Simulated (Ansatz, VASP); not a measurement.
## SiC (Moissanite 6O SiC): VASP beside Ansatz

Wanted: the spread between two codes on one cell, functional and k mesh. The cell is taken from a series of runs on this material, whose earlier steps may have relaxed, scaled, displaced or heated it; both programs get it as it stands.

Method: plane waves, with VASP 6.6.1 beside it; relaxation of cell and atoms at BLYP with D3(BJ), in Ansatz 0.2.0.

**1. The structure**

The structure is orthorhombic, space group Cmc2_1 (No. 36). The conventional cell has a = 3.078 Å, b = 5.335 Å, c = 15.122 Å, α = 90.00°, β = 90.00°, γ = 90.00°. Nearest to Si lie 4 C at 1.87 to 1.91 Å. Nearest to Si lie 4 C at 1.87 to 1.92 Å. Si has 4 C at 1.87 to 1.92 Å nearest. C has 4 Si at 1.87 to 1.92 Å nearest. Nearest to C lie 4 Si at 1.87 to 1.91 Å. Farther neighbours are not listed.

**2. Ansatz: relaxation of cell and atoms, BLYP with D3(BJ)**

Ansatz runs on its default PAW (the set named soft_2) files.

The relaxed volume is the usual yardstick between codes: in a stiff, nearly cubic crystal its relative difference is about their pressure difference at one cell divided by the bulk modulus.

File input.yaml:

```yaml
crystal:
  lattice:
    - [1.5389, -2.6675, 0.0]
    - [1.5389, 2.6675, 0.0]
    - [0.0, 0.0, 15.1219]
  atoms:
    - { symbol: Si, position: [0.1673, 0.8327, 0.858] }
    - { symbol: Si, position: [0.8327, 0.1673, 0.358] }
    - { symbol: Si, position: [0.5007, 0.4993, 0.5241] }
    - { symbol: Si, position: [0.4993, 0.5007, 0.0241] }
    - { symbol: Si, position: [0.8357, 0.1643, 0.69124] }
    - { symbol: Si, position: [0.1643, 0.8357, 0.19124] }
    - { symbol: C, position: [0.496, 0.504, 0.6503] }
    - { symbol: C, position: [0.504, 0.496, 0.1503] }
    - { symbol: C, position: [0.16, 0.84, 0.9817] }
    - { symbol: C, position: [0.84, 0.16, 0.4817] }
    - { symbol: C, position: [0.829, 0.171, 0.8168] }
    - { symbol: C, position: [0.171, 0.829, 0.3168] }
kpoints:
  mp_grid: { grid: [8, 8, 2] }
hamiltonian:
  xc: blyp
  dispersion: d3bj
scf:
  occupations: { method: gaussian, width: 0.02 }
output:
  forces: true
  stress: true
  eigenvalues: true
relax:
  adjacent_minimum: "off"
  f_tol: 0.005
  max_steps: 60
  cell: { stress_tol: 0.03 }
```

Command:

```console
$ ansatz run input.yaml --threads 4 --pin off --max-ram 16384MiB --backend cpu --events-out ev --progress --plain --runs-dir out
```

Numbers of over 12 decimals in the logs are rounded to 6 here.

Log:

```text
Engine: ansatz 0.2.0, aarch64-unknown-linux-gnu
Pseudopotentials: kind: paw
Pseudopotential: Si, paw, valence charge 4, recommended cutoff 420 eV (normal), Si.paw.azcp
Pseudopotential: C, paw, valence charge 4, recommended cutoff 420 eV (normal), C.paw.azcp
Functional definition: BLYP
  parameter beta = 0.0042
  parameter a = 0.04918
  parameter b = 0.132
  parameter c = 0.2533
  parameter d = 0.349
  exchange = b88_x(beta = beta)
  correlation = lyp_c(a = a, b = b, c = c, d = d)
Crystal: 12 atoms, lattice volume = 124.151 Å³
Basis set: ecut = 420 eV, 2415 PW (Γ), exchange–correlation on 48×48×216 points (8 copies of the dense FFT grid, shifted against one another)
Bands: 36, of which v1, the nominal top of the filled ones, is band 24 counted from 1 (23 counted from 0)
Symmetry: 4 space group operations
Space group: Cmc21 (ITA 36), of the structure as read, at distance tolerance 5.0e-5 Å
k-points: 42 of 128
Non-local potential: Si, projectors of the file, l = 0: 2, l = 1: 2, l = 2: 2
Non-local potential: C, projectors of the file, l = 0: 2, l = 1: 2, l = 2: 1
PAW form: soft (Blöchl's): semilocal exchange-correlation on the pseudo side does not see the compensation charge
PAW frozen core: Si, regenerated for the run's functional, and the local potential with it (the file was generated under x = pbe(κ = 0.804, μ = 0.219515), c = pbe(β = 0.066725))
PAW frozen core: C, regenerated for the run's functional, and the local potential with it (the file was generated under x = pbe(κ = 0.804, μ = 0.219515), c = pbe(β = 0.066725))
PAW one-centre angular grid: Si, 110 points (default); XC on 64 Gauss nodes
PAW one-centre angular grid: C, 110 points (default); XC on 64 Gauss nodes
Initial density: superposition of atomic densities (neutral atoms: chi_scale 0, normalization atom), corrected by the library's trained network
Initial wavefunctions: pseudopotential atomic-orbital guess
Functional: x = b88, c = lyp
SCF iter   1: F=—  HF=-5356.890152 eV  |F-HF|=—  |Δ(HF+E_count)|=         —  Δρ=1.47e-2  dr2=2.72e-1  ethr=1.77e-3  ⟨swp⟩=6.9  Hψ=7841  notcnv=0  defer=25
preconditioner: auto → none  [insulator: Δε(μ)=2.339 eV  Ē_g=12.119 eV  σ=0.020 eV  W_gap=1.00  n_scr=10 (ndim 8)  ℏωp=23.1 eV  f_vac=0.000  D(μ)=0.00/eV (n_scr^D=0)  ε∞_Penn≈4.6]
SCF iter   2: F=—  HF=-5356.801444 eV  |F-HF|=—  |Δ(HF+E_count)|=   8.87e-2  Δρ=3.07e-3  dr2=1.19e-2  ethr=5.67e-4  ⟨swp⟩=2.8  Hψ=2999  notcnv=0  defer=283
SCF iter   3: F=—  HF=-5356.797258 eV  |F-HF|=—  |Δ(HF+E_count)|=   4.19e-3  Δρ=6.90e-4  dr2=5.61e-4  ethr=2.48e-5  ⟨swp⟩=2.9  Hψ=2426  notcnv=0  defer=289
SCF iter   4: F=—  HF=-5356.797147 eV  |F-HF|=—  |Δ(HF+E_count)|=   1.12e-4  Δρ=9.26e-5  dr2=2.11e-5  ethr=1.17e-6  ⟨swp⟩=2.1  Hψ=2063  notcnv=0  defer=289
SCF iter   5: F=—  HF=-5356.797139 eV  |F-HF|=—  |Δ(HF+E_count)|=   8.01e-6  Δρ=5.07e-5  dr2=1.26e-6  ethr=4.39e-8  ⟨swp⟩=2.0  Hψ=1996  notcnv=0  defer=289
SCF iter   6: F=-5356.797141 eV  HF=-5356.797141 eV  |F-HF|=3.43e-8  |Δ(HF+E_count)|=   2.60e-6  Δρ=7.74e-6  dr2=4.24e-8  ethr=2.08e-10  ⟨swp⟩=12.2  Hψ=8301  notcnv=0
SCF 1 converged in 6 iterations: F = -5356.797141 eV  dr2 = 4.24e-8
  greatest PAW one-centre occupation: 0.645 electrons in one spin orbital (limit 2), on the C atom at site 9 (counted from 0), in its partial waves of l = 0
relax step   1: F+E_penalty+E_count = -5356.79714132 eV  Δ(F+E_penalty+E_count) = +0.000e0 eV  max|allowed force component| = 6.524e-1 eV/Å  Δτ_max = 0.0000 Å  P = -2.045 GPa  Ω = 124.151 Å³  (6 SCF iters, dr2 threshold 1.00e-7 eV, accepted)
[...]
relax step   6: F+E_penalty+E_count = -5356.87345330 eV  Δ(F+E_penalty+E_count) = -4.535e-5 eV  max|allowed force component| = 1.033e-4 eV/Å  Δτ_max = 0.0000 Å  P = -0.001 GPa  Ω = 122.869 Å³  energy of the carried Pulay correction = +4.316e-5 eV  (6 SCF iters, dr2 threshold 3.35e-9 eV, accepted)
[...]
relax step   7: F+E_penalty+E_count = -5356.87343170 eV  Δ(F+E_penalty+E_count) = +2.160e-5 eV  max|allowed force component| = 1.041e-4 eV/Å  Δτ_max = 0.0000 Å  P = -0.001 GPa  Ω = 122.869 Å³  stress off target by 1.47e-3 GPa  SCF on the basis re-selected at this cell (its energy is not comparable with the rows above)  (9 SCF iters)
basis re-selected at this cell: Δ(F+E_penalty+E_count) = +2.160e-5 eV, ΔP = -0.000 GPa vs the last step (what re-selecting the basis moved, of the pressure what is left beyond the Pulay correction that the steps carried, after the strain that the cell walked since its last selection, with what the two solves' SCF thresholds leave and, on support functions, any second-order correction that the steps lacked; it is no m [...]
SCF converged after 9 iterations
Free energy (F): -5356.873432 eV
Harris-Foulkes:  -5356.873432 eV  (|F-HF|=0.00e0)
Internal energy: -5356.873432 eV  (E = F + TS)
E sigma→0 (E₀):  -5356.873432 eV
Fermi energy:    11.213807 eV
--- Per-component energies (eV) ---
  E_band       = 199.932293
  E_kinetic    = 826.870351
  E_local      = -648.416366  (includes V_loc(G=0)·N_el)
  E_nonlocal   = 322.840134
  E_hartree    = 200.654633
  E_xc         = -622.991855
  E_vxc        = -641.596344  (∫ρ·V_xc dr)
  E_paw        = -3714.307419  (= ΣΔE_a)
  E_vpaw       = -61.074840  (= ΣTr[D̂ρ^β])
  E_aug_tail   = 0.000091  (compensation charges beyond the density's cutoff)
  E_ewald      = -1713.800789
  E_disp       = -7.818826  (pairwise vdW)
  E_core_change = 0.096613  (= ΣΔE_core)
  E_smearing   = -0.000000  (= −TS)
  E_closure    = 0.000000  (closes the sum)
  Σ components = -5356.873432   (vs F -5356.873432, Δ=0.00e0)
--- Forces (eV/Å), atoms counted from 1 ---
  atom   1  Si    -0.00000000    -0.00000252     0.00002254
  atom   2  Si     0.00000000     0.00000252     0.00002254
  atom   3  Si     0.00000000    -0.00000643    -0.00000603
  atom   4  Si    -0.00000000     0.00000643    -0.00000603
  atom   5  Si    -0.00000000     0.00000450     0.00010417
  atom   6  Si     0.00000000    -0.00000450     0.00010417
  atom   7  C      0.00000000    -0.00000126    -0.00005103
  atom   8  C     -0.00000000     0.00000126    -0.00005103
  atom   9  C      0.00000000     0.00000633    -0.00003586
  atom  10  C     -0.00000000    -0.00000633    -0.00003586
  atom  11  C      0.00000000     0.00000614    -0.00003318
  atom  12  C     -0.00000000    -0.00000614    -0.00003318
  max |Σ_I F_I| component: 1.22e-6 eV/Å
--- Stress (GPa, compression-positive) ---
       -0.000976       0.000000      -0.000000
        0.000000      -0.000943       0.000000
       -0.000000       0.000000      -0.001468
  P = ⅓ Tr σ = -0.0011 GPa (-0.011 kbar)
--- Band table (eV; the first three rows and the last of 42) ---
  k-point 0: bands = [... 20 lower, 9.7533, 10.0107, 10.0494, 10.0494, 15.4514, 15.6285, 16.0283, 16.5521, ... 8 higher]
  k-point 1: bands = [... 20 lower, 9.9552, 9.9552, 9.9552, 9.9552, 15.5201, 15.5201, 16.2657, 16.2657, ... 8 higher]
  k-point 2: bands = [... 20 lower, 9.4587, 9.5101, 9.8428, 9.9256, 15.5391, 15.8521, 15.9391, 16.5496, ... 8 higher]
  k-point 41: bands = [... 20 lower, 8.3619, 8.3619, 8.7591, 8.7591, 12.4276, 12.4276, 13.7688, 13.7688, ... 8 higher]
--- Relaxed structure (5 steps of the walk, 5 accepted, 2 SCFs on fresh bases) ---
  F+E_penalty+E_count = -5356.87343170 eV   max|allowed force component| = 1.041e-4 eV/Å   (the final SCF, on the basis selected at the relaxed cell)
  cell:  # Å, volume = 122.8686 Å³
    - [1.534522, -2.657869, 0.0]
    - [1.534522, 2.657869, 0.0]
    - [0.0, 0.0, 15.062753]
  atoms:
    - { symbol: Si, position: [0.166667, 0.833333, 0.857713] }
    - { symbol: Si, position: [0.833333, 0.166667, 0.357713] }
    - { symbol: Si, position: [0.499999, 0.500001, 0.524475] }
    - { symbol: Si, position: [0.500001, 0.499999, 0.024475] }
    - { symbol: Si, position: [0.833333, 0.166667, 0.691250] }
    - { symbol: Si, position: [0.166667, 0.833333, 0.191250] }
    - { symbol: C, position: [0.500000, 0.500000, 0.649829] }
    - { symbol: C, position: [0.500000, 0.500000, 0.149829] }
    - { symbol: C, position: [0.166667, 0.833333, 0.982661] }
    - { symbol: C, position: [0.833333, 0.166667, 0.482661] }
    - { symbol: C, position: [0.833334, 0.166666, 0.816213] }
    - { symbol: C, position: [0.166666, 0.833334, 0.316213] }
```

Reading the cycles: dr2 is the Hartree energy of the density residual (eV), the measure of convergence; HF is the Harris–Foulkes estimate of the energy, which meets the free energy F at convergence.

(Continued in part 2 of 2.)

[Lines on the potential files, build, host, timing and source positions are cut from VASP's logs without a mark.]

[Logs are printed without paths, hosts, clocks, repeated set-up lines and the standing remarks that a program may print on its own settings, such as how far it seeks lower states.]

[Hosts, paths, dates, database ids (printed as entryN), source tags and the programs' standing remarks are cut or masked in the printed files.]
